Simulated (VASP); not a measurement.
Computed with PBE GGA with D3 dispersion (Becke-Johnson damping), VASP's PBE PAW potentials (set 64) (plane waves; VASP).

VASP input:

**POSCAR**
```
ZnSe
1
    0.0000000000     2.8350000000     2.8350000000
    2.8350000000     0.0000000000     2.8350000000
    2.8350000000     2.8350000000     0.0000000000
Zn Se
1 1
Direct
  0.0000000000   0.0000000000   0.0000000000
  0.2500000000   0.2500000000   0.2500000000
```

### KPOINTS
```
kpoints
0
G
  7 7 7
0 0 0
```

### INCAR
```
ALGO  =  Normal
EDIFF  =  1E-6
EDIFFG  =  -0.01
ENCUT  =  520
GGA  =  PE
IBRION  =  2
ISIF  =  3
ISMEAR  =  0
IVDW  =  12
LASPH  =  .TRUE.
LCHARG  =  .FALSE.
LMAXMIX  =  4
LREAL  =  .FALSE.
LWAVE  =  .FALSE.
NELM  =  100
NSW  =  60
PREC  =  Accurate
SIGMA  =  0.05
SYSTEM  =  ZnSe
```

POTCAR, in this order: Zn Se (PBE.64 set). Program: vasp_std.

The resulting files:

OSZICAR:
```
       N       E                     dE             d eps       ncg     rms          rms(c)
DAV:   1     0.819318654300E+02    0.81932E+02   -0.90821E+03   520   0.157E+03
DAV:   2    -0.104846889156E+01   -0.82980E+02   -0.79179E+02   545   0.268E+02
DAV:   3    -0.625980883983E+01   -0.52113E+01   -0.51857E+01   650   0.684E+01
DAV:   4    -0.630810570733E+01   -0.48297E-01   -0.48287E-01   570   0.700E+00
DAV:   5    -0.630836981534E+01   -0.26411E-03   -0.26410E-03   630   0.488E-01    0.494E+00
DAV:   6    -0.603622851976E+01    0.27214E+00   -0.69431E-01   729   0.293E+01    0.373E+00
DAV:   7    -0.601911445137E+01    0.17114E-01   -0.19799E-01   560   0.448E+00    0.156E+00
DAV:   8    -0.601929751321E+01   -0.18306E-03   -0.42237E-03   622   0.667E-01    0.476E-01
DAV:   9    -0.601955082127E+01   -0.25331E-03   -0.11076E-03   575   0.299E-01    0.687E-02
DAV:  10    -0.601963854344E+01   -0.87722E-04   -0.14077E-04   593   0.116E-01    0.179E-02
DAV:  11    -0.601965224096E+01   -0.13698E-04   -0.31505E-05   591   0.574E-02    0.589E-03
DAV:  12    -0.601965354808E+01   -0.13071E-05   -0.39407E-06   605   0.195E-02    0.419E-03
DAV:  13    -0.601965354956E+01   -0.14752E-08   -0.63516E-07   390   0.879E-03
   1 F= -.66632884E+01 E0= -.66632884E+01  d E =-.666329E+01
       N       E                     dE             d eps       ncg     rms          rms(c)
DAV:   1    -0.602077631993E+01   -0.11228E-02   -0.59154E-02   620   0.524E+00    0.476E-01
DAV:   2    -0.601688644443E+01    0.38899E-02   -0.14416E-02   615   0.351E+00    0.174E-01
DAV:   3    -0.601642161455E+01    0.46483E-03   -0.49892E-04   550   0.230E-01    0.831E-02
DAV:   4    -0.601630763825E+01    0.11398E-03   -0.80777E-05   603   0.110E-01    0.325E-02
DAV:   5    -0.601629463051E+01    0.13008E-04   -0.19016E-05   774   0.845E-02    0.271E-03
DAV:   6    -0.601629471216E+01   -0.81651E-07   -0.50037E-06   505   0.363E-02
   2 F= -.66634285E+01 E0= -.66634285E+01  d E =-.140127E-03
```

**OUTCAR**
```
------------------------ aborting loop because EDIFF is reached ----------------------------------------
 Edisp (eV)   -0.64713
  FORCE on cell =-STRESS in cart. coord.  units (eV):
  Direction    XX          YY          ZZ          XY          YZ          ZX
  --------------------------------------------------------------------------------------
  Total       0.00692     0.00692     0.00692     0.00000    -0.00000     0.00000
  in kB       0.24445     0.24445     0.24445     0.00000    -0.00000     0.00000
  external pressure =        0.24 kB  Pullay stress =        0.00 kB
  volume of cell :       45.35
      direct lattice vectors                 reciprocal lattice vectors
    -0.000000000  2.830392773  2.830392773    -0.176653928  0.176653928  0.176653928
     2.830392773  0.000000000  2.830392773     0.176653928 -0.176653928  0.176653928
     2.830392773  2.830392773 -0.000000000     0.176653928  0.176653928 -0.176653928
  FREE ENERGIE OF THE ION-ELECTRON SYSTEM (eV)
  ---------------------------------------------------
  free  energy   TOTEN  =        -6.6634285068 eV

  energy  without entropy=       -6.6634285068  energy(sigma->0) =       -6.66342851

 reached required accuracy - stopping structural energy minimisation
```
(Selected blocks of OUTCAR.)

**CONTCAR**
```
ZnSe
   1.00000000000000
    -0.0000000000000000    2.8303927731812788    2.8303927731812788
     2.8303927731812788    0.0000000000000000    2.8303927731812788
     2.8303927731812788    2.8303927731812788   -0.0000000000000000
  Zn              Se
     1     1
Direct
     1.0000000000000000    1.0000000000000000    1.0000000000000000
     0.2500000000000000    0.2500000000000000    0.2500000000000000
```

The compound is ZnSe in the zinc blende structure. This run relaxes it. Symmetry was kept, so distortions that lower it aren't found.
